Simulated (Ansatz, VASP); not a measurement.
# NbP2 in two plane-wave programs

Wanted: the spread between two codes on one cell, functional and k mesh. The cell is taken from a series of runs on this material, whose earlier steps may have relaxed, scaled, displaced or heated it; both programs get it as it stands. Valence electrons are named where the data sets of a main pair hold unlike numbers.

Method: plane waves, with VASP 6.6.1 beside it; single point at PBEsol, in Ansatz 0.2.0.

## 1. The structure

The cell holds 12 atoms: 8 P and 4 Nb. Its edges and angles: a = 3.304 Å, b = 4.741 Å, c = 26.441 Å, α = 90.0°, β = 90.0°, γ = 110.4°. It derives from NbP2. The (0 0 1) slab of NbP2, cut from the database cell (so at first; earlier steps may have moved the atoms). Vacuum lies along c.

Coordinates:

```
P Nb
1.0
     3.30373    0.00000    0.00000
    -1.65186    4.44400    0.00000
     0.00000    0.00000   26.44143
P Nb
8 4
Direct
  0.32889 0.65778 0.28365
  0.08540 0.17081 0.29687
  0.77620 0.55240 0.39083
  0.05239 0.10477 0.44016
  0.74305 0.48609 0.53254
  0.49581 0.99162 0.54630
  0.19037 0.38073 0.62182
  0.35314 0.70627 0.69831
  0.49080 0.98160 0.36511
  0.33779 0.67557 0.46588
  0.91381 0.82763 0.61525
  0.63187 0.26374 0.68806
```

## 2. VASP: single point, PBEsol

With cell and atoms fixed, the geometry can't cause a difference; cores, projectors, grids and the points listed under the comparison can.

Lines of VASP's logs that name or quote its potential files are left out, and so is its time.

File INCAR:

```
SYSTEM = NbP2
PREC = Accurate
ENCUT = 400
EDIFF = 1E-06
NELM = 100
ISMEAR = 0
SIGMA = 0.05
LREAL = .FALSE.
ALGO = Normal
GGA = PS
NBANDS = 58
LASPH = .TRUE.
LORBIT = 11
LWAVE = .FALSE.
LCHARG = .FALSE.
KPAR = 2
NCORE = 2
ISIF = 0
LDIPOL = .TRUE.
IDIPOL = 3
DIPOL = 0.5 0.5 0.496
LVHAR = .TRUE.
```

File POSCAR:

```
NbP2
1.0
    3.3037299200      0.0000000000      0.0000000000
   -1.6518649600      4.4440017400      0.0000000000
    0.0000000000      0.0000000000     26.4414266900
P Nb
8 4
Direct
    0.3288900900      0.6577801800      0.2836458100
    0.0854034500      0.1708069100      0.2968660800
    0.7762018200      0.5524036400      0.3908260100
    0.0523852700      0.1047705400      0.4401600300
    0.7430454400      0.4860908700      0.5325372700
    0.4958076200      0.9916152400      0.5463017700
    0.1903671900      0.3807343700      0.6218209100
    0.3531370800      0.7062741600      0.6983089700
    0.4908017300      0.9816034600      0.3651060000
    0.3377853600      0.6755707200      0.4658800400
    0.9138139500      0.8276278900      0.6152461200
    0.6318697100      0.2637394200      0.6880550400
```

File KPOINTS:

```
Automatic mesh
0
Gamma
5 5 1
0 0 0
```

Potentials, in the order of the species: P and Nb_sv (PBE family, release 64).

The run is started by

```console
$ mpirun -np 4 vasp_std
```

Numbers of over 12 decimals in the logs are rounded to 6 here.

The program printed:

```text
[banner, memory and clock lines left out]
running    4 mpi-ranks, on    1 nodes
 distrk:  each k-point on    2 cores,    2 groups
 distr:  one band on    2 cores,    1 groups

 POSCAR found type information on POSCAR P Nb
 POSCAR found :  2 types and      12 ions
|                                                                             |
|               ----> ADVICE to this user running VASP <----                  |
|                                                                             |
|     You enforced a specific xc type in the INCAR file but a different       |
|     [... a line on the potential file left out ...]
|     I HOPE YOU KNOW WHAT YOU ARE DOING!                                     |
|                                                                             |

 LDA part: xc-table for (Slater+PW92), standard interpolation
 POSCAR, INCAR and KPOINTS ok, starting setup
 FFT: planning ... GRIDC
 FFT: planning ... GRID_SOFT
 FFT: planning ... GRID
 WAVECAR not read
 entering main loop
       N       E                     dE             d eps       ncg     rms          rms(c)
DAV:   1     0.672924635922E+03    0.67292E+03   -0.40881E+04  1252   0.115E+03
DAV:   2    -0.297087513483E+02   -0.70263E+03   -0.68160E+03  1354   0.385E+02
DAV:   3    -0.933298769294E+02   -0.63621E+02   -0.62381E+02  1496   0.941E+01
DAV:   4    -0.100105699987E+03   -0.67758E+01   -0.67366E+01  1968   0.288E+01
DAV:   5    -0.100417455809E+03   -0.31176E+00   -0.31137E+00  1592   0.520E+00    0.205E+01
DAV:   6    -0.114773413900E+03   -0.14356E+02   -0.13162E+02  1696   0.328E+01    0.188E+01
DAV:   7    -0.128130786115E+03   -0.13357E+02   -0.39459E+02  1664   0.522E+01    0.214E+01
DAV:   8    -0.998303150973E+02    0.28300E+02   -0.14239E+02  1592   0.360E+01    0.102E+01
DAV:   9    -0.955203953432E+02    0.43099E+01   -0.24582E+01  1480   0.148E+01    0.453E+00
DAV:  10    -0.954995805412E+02    0.20815E-01   -0.49358E+00  1560   0.795E+00    0.265E+00
DAV:  11    -0.953787599999E+02    0.12082E+00   -0.10934E+00  1536   0.423E+00    0.190E+00
DAV:  12    -0.953595215010E+02    0.19238E-01   -0.16975E-01  1560   0.166E+00    0.138E+00
DAV:  13    -0.953424448456E+02    0.17077E-01   -0.17816E-01  1472   0.159E+00    0.602E-01
DAV:  14    -0.953347182694E+02    0.77266E-02   -0.12910E-01  1456   0.116E+00    0.426E-01
[...]
DAV:  27    -0.953305698743E+02   -0.13912E-04   -0.16715E-06   936   0.404E-03    0.131E-03
DAV:  28    -0.953305823877E+02   -0.12513E-04   -0.69907E-07   896   0.332E-03    0.114E-03
DAV:  29    -0.953305906064E+02   -0.82186E-05   -0.47426E-07   888   0.267E-03    0.128E-03
DAV:  30    -0.953305956267E+02   -0.50203E-05   -0.28882E-07   856   0.217E-03    0.930E-04
DAV:  31    -0.953306011021E+02   -0.54754E-05   -0.38369E-07   864   0.206E-03    0.813E-04
DAV:  32    -0.953306027763E+02   -0.16742E-05   -0.19869E-07   824   0.165E-03    0.425E-04
DAV:  33    -0.953306038910E+02   -0.11147E-05   -0.80985E-08   736   0.121E-03    0.287E-04
DAV:  34    -0.953306045253E+02   -0.63432E-06   -0.71943E-08   768   0.115E-03
   1 F= -.95330605E+02 E0= -.95326995E+02  d E =-.721830E-02
```

Parts of OUTCAR (step 2):

```text
ion  position               nearest neighbor table
   1  0.329  0.658  0.284-   2 2.19   9 2.59   2 2.84   2 2.84
   2  0.085  0.171  0.297-   1 2.19   9 2.59   9 2.59   1 2.84   1 2.84
   3  0.776  0.552  0.391-   9 2.61   9 2.61   9 2.63  10 2.64  10 2.64   4 2.78   4 2.90   4 2.90

  LATTYP: Found a base centered orthorhombic cell.
 ALAT       =     3.3037299200
 B/A-ratio  =     2.6902936061
 C/A-ratio  =     8.0035073478

 Subroutine GETGRP returns: Found  2 space group operations
 (whereof  2 operations were pure point group operations)

The static configuration has the point symmetry C_1h.

 Found      9 irreducible k-points:

   k-points           NKPTS =      9   k-points in BZ     NKDIM =      9   number of bands    NBANDS=     58

   dimension x,y,z NGX =    24 NGY =   32 NGZ =  180
   dimension x,y,z NGXF=    48 NGYF=   64 NGZF=  360

   ENCUT  =  400.0 eV  29.40 Ry    5.42 a.u.   5.39  7.73 43.12*2*pi/ulx,y,z

   NELECT =      92.0000    total number of electrons

 k-points in reciprocal lattice and weights: Automatic mesh
   0.00000000  0.00000000  0.00000000       0.040
   0.20000000  0.00000000  0.00000000       0.160
   0.40000000 -0.00000000  0.00000000       0.160
   0.00000000  0.20000000  0.00000000       0.080
   0.20000000  0.20000000  0.00000000       0.160
   0.40000000  0.20000000  0.00000000       0.160
  -0.40000000  0.20000000  0.00000000       0.080
   0.00000000  0.40000000  0.00000000       0.080
   0.20000000  0.40000000  0.00000000       0.080

 dipolmoment           0.000000      0.000000     -0.141226 electrons x Angstroem

 average (electrostatic) potential at core
       1 -86.0831       2 -85.9952       3 -85.9341       4 -85.9709       5 -86.3776
       6 -86.2266       7 -86.5590       8 -86.2814       9 -85.8976      10 -85.9200
      11 -86.2240      12 -86.1121

 E-fermi :   2.4098

 k-point     1 :       0.0000    0.0000    0.0000
  band No.  band energies     occupation
    ...
     41       1.1167      2.00000
     42       1.4145      2.00000
     43       1.5188      2.00000
     44       1.7583      2.00000
     45       1.8956      2.00000
     46       2.4499      0.25691
     47       2.6208      0.00000
     48       2.8495      0.00000
     49       3.3134      0.00000
     50       3.8063      0.00000
    ...

 k-point     2 :       0.2000    0.0000    0.0000
  band No.  band energies     occupation
    ...
     42       0.7289      2.00000
     43       1.2622      2.00000
     44       1.6263      2.00000
     45       1.8849      2.00000
     46       1.9760      2.00000
     47       2.4389      0.41084
     48       2.4694      0.09164
     49       3.1975      0.00000
     50       3.6615      0.00000
     51       3.7983      0.00000
    ...

 k-point     3 :       0.4000   -0.0000    0.0000
  band No.  band energies     occupation
    ...
     42       0.7386      2.00000
     43       0.9681      2.00000
     44       1.1836      2.00000
     45       2.0161      2.00000
     46       2.3367      1.96143
     47       2.5090      0.00503
     48       2.9779      0.00000
     49       3.5397      0.00000
     50       3.8750      0.00000
     51       4.1534      0.00000
    ...

  energy-cutoff  :      400.00
  volume of cell :      388.21
      direct lattice vectors                 reciprocal lattice vectors
     3.303729920  0.000000000  0.000000000     0.302688181  0.112511207  0.000000000
    -1.651864960  4.444001740  0.000000000     0.000000000  0.225022414  0.000000000
     0.000000000  0.000000000 26.441426690     0.000000000  0.000000000  0.037819442

 POSITION                                       TOTAL-FORCE (eV/Angst)
 -----------------------------------------------------------------------------------
      0.00000      2.92318      7.50000        -0.000000      0.585559     -0.655339
     -0.00000      0.75907      7.84956        -0.000000     -0.706186      1.127563
      1.65186      2.45488     10.33400        -0.000000     -0.106970      0.100134
      0.00000      0.46560     11.63846        -0.000000      0.131509     -0.005024
      1.65186      2.16019     14.08105         0.000000      0.071836     -0.002638
      0.00000      4.40674     14.44500        -0.000000     -0.046688      0.037874
      0.00000      1.69198     16.44183        -0.000000     -0.014504      0.059630
      0.00000      3.13868     18.46429         0.000000     -0.045176     -0.078319
      0.00000      4.36225      9.65392         0.000000      0.135352     -0.144787
     -0.00000      3.00224     12.31853        -0.000000     -0.002352     -0.301430
      1.65186      3.67798     16.26799         0.000000     -0.045632      0.006107
      1.65186      1.17206     18.19316        -0.000000      0.043252     -0.143771
 -----------------------------------------------------------------------------------
    total drift:                               -0.000038     -0.000323     -0.000136

  FREE ENERGIE OF THE ION-ELECTRON SYSTEM (eV)
  ---------------------------------------------------
  free  energy   TOTEN  =       -95.3306045253 eV

  energy  without entropy=      -95.3233862225  energy(sigma->0) =      -95.32699537

 vacuum level on the upper side and lower side of the slab         6.356         8.096

 total charge
# of ion       s       p       d       tot
------------------------------------------
    1        1.118   1.258   0.000   2.376
    2        1.075   1.353   0.000   2.428
    3        1.046   1.408   0.000   2.453
    4        1.040   1.416   0.000   2.455
    5        1.047   1.397   0.000   2.444
    6        1.042   1.421   0.000   2.463
    7        1.039   1.456   0.000   2.495
    8        1.047   1.403   0.000   2.450
    9        2.167   6.034   2.468  10.669
   10        2.166   6.040   2.493  10.699
   11        2.152   6.027   2.519  10.698
   12        2.154   6.004   2.574  10.732
--------------------------------------------------
tot         17.093  35.216  10.054  62.363

[... 3 further parts left out ...]
```

The PAW data sets were made with PBE, which is usual practice but a small mismatch for other functionals.

(Continued in part 2 of 2.)

[Lines on the potential files, build, host, timing and source positions are cut from VASP's logs without a mark.]

[Logs are printed without paths, hosts, clocks, repeated set-up lines and the standing remarks that a program may print on its own settings, such as how far it seeks lower states.]

[Hosts, paths, dates, database ids (printed as entryN), source tags and the programs' standing remarks are cut or masked in the printed files.]
